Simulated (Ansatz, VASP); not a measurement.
# WC (Qusongite): VASP beside Ansatz

Wanted: the spread between two codes on one cell, functional and k mesh. The cell is taken from a series of runs on this material, whose earlier steps may have relaxed, scaled, displaced or heated it; both programs get it as it stands.

Main program and level: Ansatz 0.2.0; plane waves, with VASP 6.6.1 beside it; zone-centre phonons at PBEsol.

**1. The structure**

The structure is hexagonal, space group P-6m2 (No. 187). The conventional cell has a = 2.917 Å, b = 2.917 Å, c = 2.743 Å, α = 90.00°, β = 90.00°, γ = 120.00°. C has 6 W at 2.17 Å nearest. Nearest to W lie 6 C at 2.17 Å. Farther neighbours are not listed.

**2. VASP: zone-centre phonons, PBEsol**

Second derivatives magnify differences that forces hide, and they need a tight electronic threshold.

Lines of VASP's logs that name or quote its potential files are left out, and so is its time.

The input, INCAR:

```
SYSTEM = WC
PREC = Accurate
ENCUT = 600
EDIFF = 1E-08
NELM = 120
ISMEAR = 1
SIGMA = 0.2
LREAL = .FALSE.
ALGO = Normal
GGA = PS
NBANDS = 11
LASPH = .TRUE.
LORBIT = 11
LWAVE = .FALSE.
LCHARG = .FALSE.
ISIF = 2
IBRION = 8
GGA_COMPAT = .FALSE.
KPAR = 2
```

The input, POSCAR:

```
WC
1.0
    2.9167260862      0.0000000000      0.0000000000
   -1.4583630431      2.5259588865      0.0000000000
    0.0000000000      0.0000000000      2.7432536454
C W
1 1
Direct
    0.6666666561      0.3333333439      0.5000000000
    0.0000000106      0.9999999894      0.0000000000
```

The input, KPOINTS:

```
Automatic mesh
0
Gamma
18 18 16
0 0 0
```

PAW data sets: C and W (PBE family, release 64).

Started as:

```
$ mpirun -np 2 vasp_std
```

Numbers of over 12 decimals in the logs are rounded to 6 here.

The program printed:

```text
[banner, memory and clock lines left out]
running    2 mpi-ranks, on    1 nodes
 distrk:  each k-point on    1 cores,    2 groups
 distr:  one band on    1 cores,    1 groups

 POSCAR found type information on POSCAR C W
 POSCAR found :  2 types and       2 ions
|                                                                             |
|               ----> ADVICE to this user running VASP <----                  |
|                                                                             |
|     You enforced a specific xc type in the INCAR file but a different       |
|     [... a line on the potential file left out ...]
|     I HOPE YOU KNOW WHAT YOU ARE DOING!                                     |
|                                                                             |

 LDA part: xc-table for (Slater+PW92), standard interpolation
 POSCAR, INCAR and KPOINTS ok, starting setup
 FFT: planning ... GRIDC
 FFT: planning ... GRID_SOFT
 FFT: planning ... GRID
 WAVECAR not read
 entering main loop
       N       E                     dE             d eps       ncg     rms          rms(c)
DAV:   1     0.289788194431E+02    0.28979E+02   -0.55244E+03  7326   0.932E+02
DAV:   2    -0.246840784001E+02   -0.53663E+02   -0.51014E+02  8451   0.218E+02
DAV:   3    -0.269000805978E+02   -0.22160E+01   -0.21891E+01  9207   0.366E+01
DAV:   4    -0.269152754252E+02   -0.15195E-01   -0.15190E-01  8001   0.351E+00
DAV:   5    -0.269153410024E+02   -0.65577E-04   -0.65575E-04  8999   0.228E-01    0.364E+01
DAV:   6    -0.240421500933E+02    0.28732E+01   -0.12075E+01  8707   0.217E+01    0.124E+01
DAV:   7    -0.239722906882E+02    0.69859E-01   -0.56789E-01  7541   0.613E+00    0.866E+00
DAV:   8    -0.239328832217E+02    0.39407E-01   -0.94842E-02  8033   0.223E+00    0.206E+00
DAV:   9    -0.239267575871E+02    0.61256E-02   -0.16581E-02  7986   0.832E-01    0.151E-01
DAV:  10    -0.239267089759E+02    0.48611E-04   -0.89231E-04  8641   0.252E-01    0.179E-01
DAV:  11    -0.239266965007E+02    0.12475E-04   -0.94066E-05  8857   0.697E-02    0.118E-02
DAV:  12    -0.239266939611E+02    0.25396E-05   -0.53330E-06  8310   0.158E-02    0.831E-03
DAV:  13    -0.239266939445E+02    0.16680E-07   -0.33588E-07  8274   0.518E-03    0.578E-04
DAV:  14    -0.239266939431E+02    0.13376E-08   -0.35139E-09  4980   0.519E-04
   1 F= -.23926694E+02 E0= -.23926425E+02  d E =-.806652E-03
 Linear response reoptimize wavefunctions to high precision
DAV:   1    -0.239266939590E+02   -0.15901E-07   -0.36964E-09  8323   0.443E-04
DAV:   2    -0.239266939590E+02   -0.12960E-10   -0.12353E-10  3891   0.106E-04
 Linear response DOF=           4
 Linear response progress:
  Degree of freedom:   1/  4
       N       E                     dE             d eps       ncg     rms          rms(c)
RMM:   1    -0.118288295268E+00   -0.11829E+00    0.58312E-02 76962   0.208E+00
RMM:   2    -0.116836922088E+00    0.14514E-02   -0.21888E-03 50609   0.448E-01    0.224E-01
RMM:   3    -0.117087361871E+00   -0.25044E-03   -0.47011E-04 48093   0.148E-01    0.120E-01
RMM:   4    -0.117851427015E+00   -0.76407E-03   -0.34590E-04 48405   0.120E-01    0.279E-02
RMM:   5    -0.117808324554E+00    0.43102E-04   -0.57681E-06 52956   0.203E-02    0.152E-03
RMM:   6    -0.117826047763E+00   -0.17723E-04   -0.10397E-06 53590   0.291E-03    0.496E-04
RMM:   7    -0.117822244373E+00    0.38034E-05    0.12968E-07 55145   0.504E-04    0.900E-05
RMM:   8    -0.117822394823E+00   -0.15045E-06    0.34538E-08 54350   0.102E-04    0.313E-05
RMM:   9    -0.117822267672E+00    0.12715E-06   -0.67542E-09 55992   0.274E-05    0.377E-06
RMM:  10    -0.117822258489E+00    0.91829E-08    0.15039E-09 53522   0.676E-06    0.155E-06
 first order change of Fermi-energy   0.49436E-05
 force on displaced ion       1 direction 1 : -17.899   0.002   0.000
 Linear response progress:
  Degree of freedom:   2/  4
       N       E                     dE             d eps       ncg     rms          rms(c)
RMM:   1    -0.120836125922E+00   -0.12084E+00    0.57353E-02 26940   0.212E+00
RMM:   2    -0.119824733271E+00    0.10114E-02   -0.22670E-03 17939   0.455E-01    0.184E-01
RMM:   3    -0.120018490369E+00   -0.19376E-03   -0.68397E-04 16950   0.174E-01    0.904E-02
RMM:   4    -0.120929567655E+00   -0.91108E-03   -0.50569E-04 17137   0.139E-01    0.204E-02
RMM:   5    -0.120918210908E+00    0.11357E-04   -0.95809E-06 18501   0.243E-02    0.262E-03
RMM:   6    -0.120951611553E+00   -0.33401E-04   -0.73984E-07 18159   0.529E-03    0.434E-04
RMM:   7    -0.120950781953E+00    0.82960E-06   -0.21247E-07 19384   0.777E-04    0.157E-04
RMM:   8    -0.120949784031E+00    0.99792E-06   -0.13744E-08 18739   0.121E-04    0.263E-05
RMM:   9    -0.120949702862E+00    0.81169E-07   -0.82999E-09 19340   0.326E-05    0.102E-05
RMM:  10    -0.120949659395E+00    0.43467E-07   -0.88433E-10 19448   0.122E-05    0.736E-07
RMM:  11    -0.120949659047E+00    0.34776E-09   -0.17928E-09 16281   0.291E-06    0.259E-07
 first order change of Fermi-energy   0.24861E-03
 force on displaced ion       1 direction 3 :  -0.000   0.000 -17.330
 Linear response progress:
  Degree of freedom:   3/  4
       N       E                     dE             d eps       ncg     rms          rms(c)
RMM:   1    -0.110409723550E+00   -0.11041E+00   -0.87292E-02 65263   0.194E+00
RMM:   2    -0.107278401838E+00    0.31313E-02   -0.19391E-03 49683   0.361E-01    0.220E-01
RMM:   3    -0.106382935536E+00    0.89547E-03   -0.29888E-04 51965   0.111E-01    0.129E-01
RMM:   4    -0.105990927460E+00    0.39201E-03   -0.48904E-04 52070   0.139E-01    0.196E-02
RMM:   5    -0.106012015376E+00   -0.21088E-04   -0.21347E-06 54156   0.165E-02    0.402E-03
RMM:   6    -0.106014695383E+00   -0.26800E-05    0.69892E-08 54700   0.213E-03    0.138E-03
RMM:   7    -0.106014664100E+00    0.31283E-07    0.13261E-07 53889   0.966E-04    0.120E-04
RMM:   8    -0.106013768070E+00    0.89603E-06   -0.15253E-07 55015   0.219E-04    0.294E-05
RMM:   9    -0.106013758190E+00    0.98800E-08    0.58409E-08 56408   0.535E-05    0.517E-06
 first order change of Fermi-energy  -0.52304E-04
 force on displaced ion       2 direction 1 : -17.897   0.002   0.000
 Linear response progress:
  Degree of freedom:   4/  4
       N       E                     dE             d eps       ncg     rms          rms(c)
RMM:   1    -0.113812801632E+00   -0.11381E+00   -0.91519E-02 23832   0.201E+00
RMM:   2    -0.110488569161E+00    0.33242E-02   -0.21474E-03 17467   0.393E-01    0.174E-01
RMM:   3    -0.109779552886E+00    0.70902E-03   -0.23105E-04 18300   0.106E-01    0.966E-02
RMM:   4    -0.109614960194E+00    0.16459E-03   -0.40641E-04 18086   0.134E-01    0.151E-02
RMM:   5    -0.109633738972E+00   -0.18779E-04   -0.26499E-06 19099   0.131E-02    0.407E-03
RMM:   6    -0.109644738981E+00   -0.11000E-04   -0.13989E-07 19071   0.204E-03    0.969E-04
RMM:   7    -0.109645295962E+00   -0.55698E-06   -0.58578E-08 18875   0.651E-04    0.224E-04
RMM:   8    -0.109645024155E+00    0.27181E-06    0.96266E-08 19349   0.187E-04    0.548E-05
RMM:   9    -0.109644621516E+00    0.40264E-06    0.27364E-08 19514   0.692E-05    0.466E-06
RMM:  10    -0.109644608364E+00    0.13152E-07    0.11125E-08 19736   0.120E-05    0.171E-06
RMM:  11    -0.109644608132E+00    0.23120E-09   -0.41084E-10 16767   0.374E-06    0.670E-07
 first order change of Fermi-energy  -0.39950E-03
 force on displaced ion       2 direction 3 :  -0.000   0.000 -17.328
 Linear response finished
```

OUTCAR, selected parts (step 2):

```text
ion  position               nearest neighbor table
   1  0.667  0.333  0.500-   2 2.17   2 2.17   2 2.17   2 2.17   2 2.17   2 2.17
   2  0.000  1.000  0.000-   1 2.17   1 2.17   1 2.17   1 2.17   1 2.17   1 2.17

  LATTYP: Found a hexagonal cell.
 ALAT       =     2.9167260862
 C/A-ratio  =     0.9405249462

 Subroutine GETGRP returns: Found 12 space group operations
 (whereof 12 operations were pure point group operations)

The static configuration has the point symmetry D_3h.

 Found    333 irreducible k-points:

   k-points           NKPTS =    333   k-points in BZ     NKDIM =    333   number of bands    NBANDS=     11

   dimension x,y,z NGX =    24 NGY =   24 NGZ =   24
   dimension x,y,z NGXF=    48 NGYF=   48 NGZF=   48

   ENCUT  =  600.0 eV  44.10 Ry    6.64 a.u.   5.83  5.83  5.48*2*pi/ulx,y,z

   NELECT =      10.0000    total number of electrons

 k-points in reciprocal lattice and weights: Automatic mesh
   0.00000000  0.00000000  0.00000000       0.000
   0.05555556  0.00000000  0.00000000       0.001
   0.11111111  0.00000000  0.00000000       0.001
   0.16666667 -0.00000000  0.00000000       0.001
   0.22222222  0.00000000  0.00000000       0.001
   0.27777778  0.00000000  0.00000000       0.001
   0.33333333 -0.00000000  0.00000000       0.001
   0.38888889 -0.00000000  0.00000000       0.001
   0.44444444  0.00000000  0.00000000       0.001
[...]
0.33333333  0.27777778  0.50000000       0.002
   0.33333333  0.33333333  0.50000000       0.000

 average (electrostatic) potential at core
       1 -45.9706       2 -36.6351

  Total       -0.0170375     -0.0170375      3.6536124      0.0000000      0.0000000      0.0000000
  in kB       -1.3506080     -1.3506080    289.6310817      0.0000000      0.0000000      0.0000000
  external PRESSURE =      95.6432886 kB  Pullay stress =       0.0000000 kB

  energy-cutoff  :      600.00
  volume of cell :       20.21
      direct lattice vectors                 reciprocal lattice vectors
     2.916726086  0.000000000  0.000000000     0.342850158  0.197944631  0.000000000
    -1.458363043  2.525958886  0.000000000     0.000000000  0.395889262  0.000000000
     0.000000000  0.000000000  2.743253645     0.000000000  0.000000000  0.364530637

 POSITION                                       TOTAL-FORCE (eV/Angst)
 -----------------------------------------------------------------------------------
      1.45836      0.84199      1.37163        -0.000000      0.000000      0.000000
     -1.45836      2.52596      0.00000         0.000000      0.000000      0.000000
 -----------------------------------------------------------------------------------
    total drift:                                0.000014     -0.000008     -0.000000

 Eigenvectors and eigenvalues of the dynamical matrix
 ----------------------------------------------------

   1 f  =   19.697789 THz   123.764861 2PiTHz  657.047528 cm-1    81.463474 meV
             X         Y         Z           dx          dy          dz
      1.458363  0.841986  1.371627    -0.968856   -0.000000   -0.000000
     -1.458363  2.525959  0.000000     0.247625    0.000000    0.000000

   2 f  =   19.697789 THz   123.764861 2PiTHz  657.047528 cm-1    81.463474 meV
             X         Y         Z           dx          dy          dz
      1.458363  0.841986  1.371627     0.000000   -0.968856    0.000000
     -1.458363  2.525959  0.000000     0.000000    0.247625    0.000000

   3 f  =   19.382303 THz   121.782599 2PiTHz  646.524026 cm-1    80.158727 meV
             X         Y         Z           dx          dy          dz
      1.458363  0.841986  1.371627     0.000000    0.000000    0.968857
     -1.458363  2.525959  0.000000     0.000000    0.000000   -0.247621

   4 f/i=    0.000239 THz     0.001504 2PiTHz    0.007987 cm-1     0.000990 meV
             X         Y         Z           dx          dy          dz
      1.458363  0.841986  1.371627     0.000000    0.247625    0.000000
     -1.458363  2.525959  0.000000     0.000000    0.968856    0.000000

   5 f/i=    0.000239 THz     0.001504 2PiTHz    0.007987 cm-1     0.000990 meV
             X         Y         Z           dx          dy          dz
      1.458363  0.841986  1.371627    -0.247625   -0.000000    0.000000
     -1.458363  2.525959  0.000000    -0.968856    0.000000    0.000000

   6 f/i=    0.000328 THz     0.002061 2PiTHz    0.010941 cm-1     0.001356 meV
             X         Y         Z           dx          dy          dz
      1.458363  0.841986  1.371627    -0.000000   -0.000000    0.247621
     -1.458363  2.525959  0.000000     0.000000   -0.000000    0.968857

 ELASTIC MODULI CONTR FROM IONIC RELAXATION (kBar)
 Direction    XX          YY          ZZ          XY          YZ          ZX
 --------------------------------------------------------------------------------
 XX        -229.4923    229.4923      0.0000     -0.0000      0.0000      0.0000
 YY         229.4923   -229.4923      0.0000     -0.0000      0.0000      0.0000
 ZZ           0.0000      0.0000      0.0000      0.0000      0.0000      0.0000
 XY          -0.0000     -0.0000      0.0000   -229.4923      0.0000      0.0000
 YZ           0.0000      0.0000      0.0000      0.0000      0.0000      0.0000
 ZX           0.0000      0.0000      0.0000      0.0000      0.0000      0.0000
 --------------------------------------------------------------------------------
```

(Part 1 of 2 ends here.)

[Lines on the potential files, build, host, timing and source positions are cut from VASP's logs without a mark.]

[Logs are printed without paths, hosts, clocks, repeated set-up lines and the standing remarks that a program may print on its own settings, such as how far it seeks lower states.]

[Hosts, paths, dates, database ids (printed as entryN), source tags and the programs' standing remarks are cut or masked in the printed files.]
